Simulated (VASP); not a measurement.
The system is Mg6SiNi.

```xyz
8
Lattice="4.6701 0.0000 0.0000 0.0000 3.0673 5.2321 0.0000 -3.0673 5.2321" Properties=species:S:1:pos:R:3 pbc="T T T"
Ni    0.0000    0.0000    8.5453
Si    2.3351    0.0000    7.0983
Mg    2.3351    0.0000    1.7507
Mg    2.3351    1.6214    4.2738
Mg    2.3351   -1.6214    4.2738
Mg    0.0000    0.0000    3.5253
Mg    0.0000    1.4804    6.1948
Mg    0.0000   -1.4804    6.1948
```

The cell comes from a database or a generator and needn't be the stable form of this composition.

```yaml
Program: VASP 6.6.1
Task: single point
Functional: PBE
Potentials_or_basis: VASP PAW PBE potentials, release 64 (Ni, Si, Mg)
Cutoff: 520 eV
k_mesh: 6 × 5 × 5
Occupations: fermi-dirac, width 0.05 eV
Spin: collinear spin, ferromagnetic start
Starting_moments: "[1.0, 0.0, 0.0, 0.0, 0.0, 0.0, 0.0, 0.0] μB"
```

On this cell: pressure 0.3 GPa; largest force 0.044 eV/Å; net moment 0.00 μB per cell; band gap on the k mesh none (metal or under the smearing width).

The same run follows on a disturbed copy (atoms moved at random, drawn with an rms of 0.05 Å):

```
CELL_PARAMETERS angstrom
4.67011 0.00000 0.00000
0.00000 3.06729 5.23210
0.00000 -3.06729 5.23210
ATOMIC_POSITIONS crystal
Ni 0.99965 0.81916 0.81940
Si 0.51192 0.67267 0.68303
Mg 0.49424 0.16638 0.17082
Mg 0.49361 0.67917 0.14154
Mg 0.49285 0.14442 0.67994
Mg 0.99687 0.34169 0.33212
Mg 0.99610 0.83469 0.35118
Mg 0.00034 0.35416 0.83424
```

Problem. What changes?

Solution. The energy (extrapolated to zero smearing) moves by +2.6 meV/atom; pressure 0.3 GPa; largest force 0.255 eV/Å; net moment 0.00 μB per cell; band gap on the k mesh none (metal or under the smearing width).

Forces on the atoms (eV/Å):
```
Ni  -0.074 -0.022 -0.056
Si  -0.135  0.134  0.087
Mg   0.096 -0.003  0.099
Mg   0.061 -0.167 -0.054
Mg   0.103  0.176 -0.153
Mg  -0.077 -0.092  0.103
Mg   0.047 -0.009  0.027
Mg  -0.021 -0.017 -0.053
```

Stress tensor (GPa, compression positive):
```
 0.42 -0.08 -0.27
-0.08  0.36  0.00
-0.27  0.00  0.10
```
